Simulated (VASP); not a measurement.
**TiSi2 with rev-vdW-DF2: from relaxation to properties**

Wanted: the relaxed cell of TiSi2 and its properties. The steps: relaxing cell and atoms (rev-vdW-DF2), density, ELF and potential (rev-vdW-DF2), bands along the symmetry lines (rev-vdW-DF2), density of states (rev-vdW-DF2), independent-particle dielectric function (rev-vdW-DF2), volume scan with rev-vdW-DF2, fit for rev-vdW-DF2 and self-consistent run (rev-vdW-DF2), changed input. The start is a cell from a database of measured crystal structures.

Method: rev-vdW-DF2; plane waves and PAW (Ti_sv, Si), in VASP 6.6.1.

**1. Starting point**

Before any relaxation, the start is as follows. Symmetry: Fddd, No. 70, orthorhombic system. Conventional cell: a = 4.800 Å, b = 8.268 Å, c = 8.552 Å, α = 90.00°, β = 90.00°, γ = 90.00°. Nearest to Ti lie 10 Si at 2.55 to 2.78 Å. Si has 5 Si at 2.53 to 2.80 Å and 5 Ti at 2.55 to 2.78 Å nearest. Farther neighbours are not listed.

**2. Relaxing cell and atoms (rev-vdW-DF2)**

The start need not lie at this functional's minimum. ISIF = 3 frees volume, shape and positions, and EDIFFG sets the threshold on forces and stress at which the search stops. rev-vdW-DF2 revises the exchange of vdW-DF2 for solids. LUSE_VDW switches on a nonlocal correlation term for dispersion.

INCAR

```
SYSTEM = TiSi2
PREC = Accurate
ENCUT = 400
EDIFF = 1E-06
NELM = 100
ISMEAR = 0
SIGMA = 0.05
LREAL = .FALSE.
ALGO = Normal
GGA = MK
AGGAC = 0
LUSE_VDW = .TRUE.
PARAM1 = 0.1234
PARAM2 = 0.711357
ZAB_VDW = -1.8867
LASPH = .TRUE.
NBANDS = 26
LORBIT = 11
LWAVE = .FALSE.
LCHARG = .FALSE.
KPAR = 4
IBRION = 2
NSW = 60
ISIF = 3
EDIFFG = -0.01
```

POSCAR

```
TiSi2
1.0
    0.0000000000      4.1340000000      4.2760500000
    2.4001000000      0.0000000000      4.2760500000
    2.4001000000      4.1340000000      0.0000000000
Ti Si
2 4
Direct
    0.7500000000      0.7500000000      0.7500000000
    0.5000000000      0.5000000000      0.5000000000
    0.0867200000      0.4132800000      0.0867200000
    0.4132800000      0.0867200000      0.4132800000
    0.1632800000      0.8367200000      0.1632800000
    0.8367200000      0.1632800000      0.8367200000
```

KPOINTS

```
Automatic mesh
0
Gamma
6 6 6
0 0 0
```

PAW data sets: Ti_sv and Si (PBE family, release 64).

Started as:

```sh
$ mpirun -np 4 vasp_std
```

Log:

```text
[banner, memory and clock lines left out]
running    4 mpi-ranks, on    1 nodes
 distrk:  each k-point on    1 cores,    4 groups
 distr:  one band on    1 cores,    1 groups

 POSCAR found type information on POSCAR TiSi
 POSCAR found :  2 types and       6 ions
|                                                                             |
|               ----> ADVICE to this user running VASP <----                  |
|                                                                             |
|     You have switched on vdW-DFT.                                           |
|     This routine was written and supplied by Jiri Klimes. We recommend      |
|     that you carefully read and cite the following publications:            |
|       J. Klimes, D.R. Bowler, A. Michelides                                 |
|          J. Phys.: Cond Matt. 22 022201 (2010)                              |
|       J. Klimes, D.R. Bowler, A. Michelides                                 |
|          Phys. Rev. B. 83, 195131 (2011)                                    |
|     and references therein.                                                 |
|                                                                             |

|                                                                             |
|               ----> ADVICE to this user running VASP <----                  |
|                                                                             |
|     You enforced a specific xc type in the INCAR file but a different       |
|     [... a line on the potential file left out ...]
|     I HOPE YOU KNOW WHAT YOU ARE DOING!                                     |
|                                                                             |

 LDA part: xc-table for (Slater+PW92), standard interpolation
 POSCAR, INCAR and KPOINTS ok, starting setup
 FFT: planning ... GRIDC
 FFT: planning ... GRID_SOFT
 FFT: planning ... GRID
 WAVECAR not read
 entering main loop
       N       E                     dE             d eps       ncg     rms          rms(c)
DAV:   1     0.352700717232E+03    0.35270E+03   -0.16514E+04  2392   0.136E+03
DAV:   2     0.934134771486E+01   -0.34336E+03   -0.33768E+03  2408   0.415E+02
DAV:   3    -0.320582828668E+02   -0.41400E+02   -0.40506E+02  4220   0.120E+02
DAV:   4    -0.349095240321E+02   -0.28512E+01   -0.28435E+01  3262   0.294E+01
DAV:   5    -0.350892399799E+02   -0.17972E+00   -0.17968E+00  3812   0.647E+00    0.181E+01
DAV:   6    -0.322946410040E+02    0.27946E+01   -0.40610E+01  3464   0.446E+01    0.681E+00
DAV:   7    -0.316647745734E+02    0.62987E+00   -0.83383E+00  3216   0.206E+01    0.492E+00
DAV:   8    -0.316111864972E+02    0.53588E-01   -0.82606E-01  3286   0.706E+00    0.112E+00
DAV:   9    -0.315993510111E+02    0.11835E-01   -0.14368E-01  3402   0.309E+00    0.417E-01
DAV:  10    -0.315999251006E+02   -0.57409E-03   -0.40108E-03  3116   0.524E-01    0.170E-01
DAV:  11    -0.315998916076E+02    0.33493E-04   -0.28952E-03  3594   0.388E-01    0.108E-01
DAV:  12    -0.315998388099E+02    0.52798E-04   -0.71543E-04  3446   0.200E-01    0.140E-02
DAV:  13    -0.315998362757E+02    0.25342E-05   -0.31169E-05  3318   0.480E-02    0.936E-03
DAV:  14    -0.315998358415E+02    0.43416E-06   -0.11387E-06  2248   0.959E-03
   1 F= -.31599836E+02 E0= -.31598430E+02  d E =-.315998E+02
 curvature:   0.00 expect dE= 0.000E+00 dE for cont linesearch  0.000E+00
 trial: gam= 0.00000 g(F)=  0.635E-03 g(S)=  0.431E-02 ort = 0.000E+00 (trialstep = 0.100E+01)
 search vector abs. value=  0.494E-02
 bond charge predicted
       N       E                     dE             d eps       ncg     rms          rms(c)
DAV:   1    -0.316191375271E+02   -0.19301E-01   -0.58354E-01  3058   0.863E+00    0.117E+00
DAV:   2    -0.316051862090E+02    0.13951E-01   -0.15693E-01  3282   0.356E+00    0.401E-01
DAV:   3    -0.316013632932E+02    0.38229E-02   -0.25496E-02  3528   0.100E+00    0.236E-01
DAV:   4    -0.316006843930E+02    0.67890E-03   -0.63224E-03  4098   0.603E-01    0.108E-01
DAV:   5    -0.316007597850E+02   -0.75392E-04   -0.50312E-04  3102   0.180E-01    0.703E-02
DAV:   6    -0.316009000783E+02   -0.14029E-03   -0.24161E-04  3872   0.877E-02    0.134E-02
DAV:   7    -0.316009048617E+02   -0.47833E-05   -0.27594E-05  3448   0.258E-02    0.105E-02
DAV:   8    -0.316009057059E+02   -0.84420E-06   -0.33200E-06  3066   0.156E-02
   2 F= -.31600906E+02 E0= -.31599483E+02  d E =-.106986E-02
[...]
3 F= -.31601448E+02 E0= -.31600027E+02  d E =-.161262E-02
[...]
4 F= -.31602019E+02 E0= -.31600602E+02  d E =-.570470E-03
[...]
5 F= -.31602250E+02 E0= -.31600871E+02  d E =-.801874E-03
[...]
6 F= -.31602266E+02 E0= -.31600877E+02  d E =-.817298E-03
 curvature:  -1.24 expect dE=-0.504E-03 dE for cont linesearch -0.669E-07
 trial: gam= 0.50525 g(F)=  0.649E-04 g(S)=  0.341E-03 ort =-0.711E-05 (trialstep = 0.116E+01)
 search vector abs. value=  0.638E-03
 bond charge predicted
       N       E                     dE             d eps       ncg     rms          rms(c)
DAV:   1    -0.316030557947E+02   -0.79004E-03   -0.30580E-02  2812   0.179E+00    0.216E-01
DAV:   2    -0.316026359529E+02    0.41984E-03   -0.53026E-03  3144   0.658E-01    0.806E-02
DAV:   3    -0.316025011307E+02    0.13482E-03   -0.79954E-04  3586   0.174E-01    0.477E-02
DAV:   4    -0.316024699947E+02    0.31136E-04   -0.25020E-04  3942   0.122E-01    0.227E-02
DAV:   5    -0.316024719931E+02   -0.19984E-05   -0.21693E-05  3002   0.360E-02    0.162E-02
DAV:   6    -0.316024787748E+02   -0.67817E-05   -0.93158E-06  3532   0.243E-02    0.183E-03
DAV:   7    -0.316024790743E+02   -0.29950E-06   -0.11531E-06  1674   0.582E-03
   7 F= -.31602479E+02 E0= -.31601097E+02  d E =-.213317E-03
 trial-energy change:   -0.000213  1 .order   -0.000217   -0.000468    0.000034
 step:   1.0848(harm=  1.0848)  dis= 0.00263  next Energy=   -31.602484 (dE=-0.218E-03)
 reached required accuracy - stopping structural energy minimisation
```

The job ended after 7.1 min (4 MPI ranks of Intel Xeon Platinum 8259CL at 2.50GHz (Skylake/Cascade Lake), shared host; peak memory 1.9 GiB; 28 min of CPU time).

The logs omit lines about the potential files and the build; timing stands in the text.

Parts of OUTCAR (step 2):

```text
ion  position               nearest neighbor table
   1  0.750  0.750  0.750-   6 2.55   5 2.55   6 2.55   5 2.55   4 2.75   4 2.75   3 2.75   3 2.75
                             3 2.78   4 2.78
   2  0.500  0.500  0.500-   3 2.55   4 2.55   3 2.55   4 2.55   5 2.75   5 2.75   6 2.75   6 2.75
                             5 2.78   6 2.78
   3  0.087  0.413  0.087-   5 2.53   5 2.53   2 2.55   2 2.55   4 2.70   1 2.75   1 2.75   1 2.78
                             4 2.80   4 2.80
   4  0.413  0.087  0.413-   6 2.53   6 2.53   2 2.55   2 2.55   3 2.70   1 2.75   1 2.75   1 2.78
                             3 2.80   3 2.80
   5  0.163  0.837  0.163-   3 2.53   3 2.53   1 2.55   1 2.55   6 2.70   2 2.75   2 2.75   2 2.78
                             6 2.80   6 2.80
   6  0.837  0.163  0.837-   4 2.53   4 2.53   1 2.55   1 2.55   5 2.70   2 2.75   2 2.75   2 2.78
                             5 2.80   5 2.80

  LATTYP: Found a face centered orthorhombic cell.
 ALAT       =     4.8002000000
 B/A-ratio  =     1.7224282322
 C/A-ratio  =     1.7816132661

 Subroutine GETGRP returns: Found  8 space group operations
 (whereof  4 operations were pure point group operations)

The static configuration has the point symmetry D_2 .
 The point group associated with its full space group is D_2h.

 Found     46 irreducible k-points:

   k-points           NKPTS =     46   k-points in BZ     NKDIM =     46   number of bands    NBANDS=     26

   dimension x,y,z NGX =    40 NGY =   32 NGZ =   32
   dimension x,y,z NGXF=    80 NGYF=   64 NGZF=   64

   ENCUT  =  400.0 eV  29.40 Ry    5.42 a.u.   9.70  8.00  7.80*2*pi/ulx,y,z

   NELECT =      40.0000    total number of electrons

 k-points in reciprocal lattice and weights: Automatic mesh
   0.00000000  0.00000000  0.00000000       0.005
   0.16666667  0.00000000  0.00000000       0.037
   0.33333333  0.00000000  0.00000000       0.037
   0.50000000 -0.00000000 -0.00000000       0.019
   0.16666667  0.16666667  0.00000000       0.009
   0.33333333  0.16666667  0.00000000       0.037
   0.50000000  0.16666667  0.00000000       0.037
  -0.33333333  0.16666667  0.00000000       0.037
  -0.16666667  0.16666667 -0.00000000       0.019
[...]
-0.16666667  0.33333333  0.50000000       0.009
   0.00000000  0.50000000  0.50000000       0.005

 average (electrostatic) potential at core
       1 -70.0953       2 -70.0953       3 -79.2044       4 -79.2044       5 -79.2044
       6 -79.2044

 E-fermi :  10.0871

 k-point     1 :       0.0000    0.0000    0.0000
  band No.  band energies     occupation
    ...
     17       7.8199      2.00000
     18       7.9918      2.00000
     19       8.2724      2.00000
     20       8.6308      2.00000
     21       9.1126      2.00000
     22      12.0400      0.00000
     23      13.0949      0.00000
     24      13.2773      0.00000
     25      13.3835      0.00000
     26      13.5023      0.00000

 k-point     2 :       0.1667    0.0000    0.0000
  band No.  band energies     occupation
    ...
     17       7.9650      2.00000
     18       8.0824      2.00000
     19       8.7569      2.00000
     20       8.9182      2.00000
     21       9.1751      2.00000
     22      11.7640      0.00000
     23      12.8400      0.00000
     24      12.9255      0.00000
     25      13.0866      0.00000
     26      13.2345      0.00000

 k-point     3 :       0.3333    0.0000    0.0000
  band No.  band energies     occupation
    ...
     16       7.6963      2.00000
     17       8.1967      2.00000
     18       8.7897      2.00000
     19       9.2961      2.00000
     20       9.5392      2.00000
     21      10.2221      0.00013
     22      11.1787      0.00000
     23      12.3216      0.00000
     24      12.4965      0.00000
     25      12.7129      0.00000
    ...

Total vdW correction in eV:      4.6620115

  Total        0.0027887      0.0413171      0.0016519      0.0000000      0.0000000      0.0000000
  in kB        0.0528332      0.7827642      0.0312962      0.0000000      0.0000000      0.0000000
  external PRESSURE =       0.2889646 kB  Pullay stress =       0.0000000 kB

  energy-cutoff  :      400.00
  volume of cell :       84.57
      direct lattice vectors                 reciprocal lattice vectors
     0.000000000  4.132029615  4.259608779    -0.208124970  0.121005909  0.117381672
     2.402402749  0.000000000  4.259608779     0.208124970 -0.121005909  0.117381672
     2.402402749  4.132029615  0.000000000     0.208124970  0.121005909 -0.117381672

 POSITION                                       TOTAL-FORCE (eV/Angst)
 -----------------------------------------------------------------------------------
      3.60360      6.19804      6.38941        -0.000000      0.000000      0.000000
      2.40240      4.13203      4.25961         0.000000      0.000000      0.000000
      1.20120      0.70566      2.12980        -0.000000      0.001080     -0.000000
      1.20120      3.42637      2.12980        -0.000000     -0.001080     -0.000000
      2.40240      1.36035      4.25961         0.000000     -0.001080      0.000000
      2.40240      6.90370      4.25961         0.000000      0.001080      0.000000
 -----------------------------------------------------------------------------------
    total drift:                               -0.000000      0.000000      0.000000

  FREE ENERGIE OF THE ION-ELECTRON SYSTEM (eV)
  ---------------------------------------------------
  free  energy   TOTEN  =       -31.6024790743 eV

  energy  without entropy=      -31.5997151204  energy(sigma->0) =      -31.60109710

Total vdW correction in eV:      4.6620117

 reached required accuracy - stopping structural energy minimisation

 total charge
# of ion       s       p       d       tot
------------------------------------------
    1        2.171   6.164   2.079  10.414
    2        2.171   6.164   2.079  10.414
    3        0.774   0.862   0.000   1.635
    4        0.774   0.862   0.000   1.635
    5        0.774   0.862   0.000   1.635
    6        0.774   0.862   0.000   1.635
--------------------------------------------------
tot          7.436  15.775   4.158  27.370

[... 3 further parts left out ...]
```

CONTCAR:

```
TiSi2
   1.00000000000000
     0.0000000000000000    4.1320296154132503    4.2596087789740960
     2.4024027494496631    0.0000000000000000    4.2596087789740960
     2.4024027494496631    4.1320296154132503    0.0000000000000000
  Ti              Si
     2     4
Direct
     0.7500000000000000    0.7500000000000000    0.7500000000000000
     0.5000000000000000    0.5000000000000000    0.5000000000000000
     0.0853890933116312    0.4146109066883688    0.0853890933116312
     0.4146109066883688    0.0853890933116312    0.4146109066883688
     0.1646109066883688    0.8353890933116311    0.1646109066883688
     0.8353890933116311    0.1646109066883688    0.8353890933116311
```

The k-mesh is coarse for a metal. The PAW data sets were made with PBE, which is usual practice but a small mismatch for other functionals. The run keeps the 8 symmetry operations of its start, so it cannot find a distortion of lower symmetry.

Step by step:

| step | energy less that of the first step (eV) | largest force (eV/Å) | pressure (GPa) | volume (Å³) |
| --- | --- | --- | --- | --- |
| 1 | 0.0000 | 0.0574 | -0.51 | 84.85 |
| 2 | -0.0011 | 0.0509 | 0.56 | 84.30 |
| 3 | -0.0016 | 0.0532 | 0.16 | 84.50 |
| 4 | -0.0022 | 0.0377 | 0.04 | 84.58 |
| 5 | -0.0024 | 0.0135 | -0.14 | 84.69 |
| 6 | -0.0024 | 0.0183 | -0.12 | 84.67 |
| 7 | -0.0026 | 0.0011 | 0.03 | 84.57 |

```
conventional cell, symmetrised  before  after  change
                         a (Å)   4.800  4.805  +0.1 %
                         b (Å)   8.268  8.264  -0.0 %
                         c (Å)   8.552  8.519  -0.4 %
              volume (Å³/atom)   14.14  14.09  -0.3 %
```

The atoms that moved most (Å, as changes of fractional coordinates times the final cell):

| atom | dx | dy | dz | length |
| --- | --- | --- | --- | --- |
| Si6 | 0.000 | -0.011 | 0.000 | 0.011 |
| Si4 | 0.000 | 0.011 | 0.000 | 0.011 |
| Si3 | 0.000 | -0.011 | 0.000 | 0.011 |
| Si5 | 0.000 | 0.011 | 0.000 | 0.011 |

Final coordinates:

```cif
data_structure
_symmetry_space_group_name_H-M 'P 1'
_symmetry_Int_Tables_number 1
_cell_length_a 5.9345
_cell_length_b 4.8904
_cell_length_c 4.7797
_cell_angle_alpha 75.705
_cell_angle_beta 52.992
_cell_angle_gamma 51.304
_cell_volume 84.57
loop_
_atom_site_label
_atom_site_type_symbol
_atom_site_fract_x
_atom_site_fract_y
_atom_site_fract_z
_atom_site_occupancy
Ti1 Ti 0.75000 0.75000 0.75000 1
Ti2 Ti 0.50000 0.50000 0.50000 1
Si3 Si 0.08539 0.41461 0.08539 1
Si4 Si 0.41461 0.08539 0.41461 1
Si5 Si 0.16461 0.83539 0.16461 1
Si6 Si 0.83539 0.16461 0.83539 1
```

This step gave:

```yaml
electrons: 40
bands: 26
irreducible_k_points: 46
symmetry_operations: 8
free_energy_toten: -31.60 eV
energy_at_zero_smearing: -31.60 eV
fermi_energy: 10.09 eV
pressure: 0.02890 GPa
metallic: yes
scf_cycles_over_all_ionic_steps: 54
```

It ends with a largest force of 0.001 eV/Å and a pressure of 0.03 GPa. The volume lies -0.3 % from that of the database's start, which holds the thermal and zero-point expansion of its experiment.

(Continued in part 2 of 5.)

[Lines on the potential files, build, host, timing and source positions are cut from VASP's logs without a mark.]

[Logs are printed without paths, hosts, clocks, repeated set-up lines and the standing remarks that a program may print on its own settings, such as how far it seeks lower states.]

[Hosts, paths, dates, database ids (printed as entryN), source tags and the programs' standing remarks are cut or masked in the printed files.]

[A measured line is paired with the nearest computed mode of its activity, which favours agreement.]
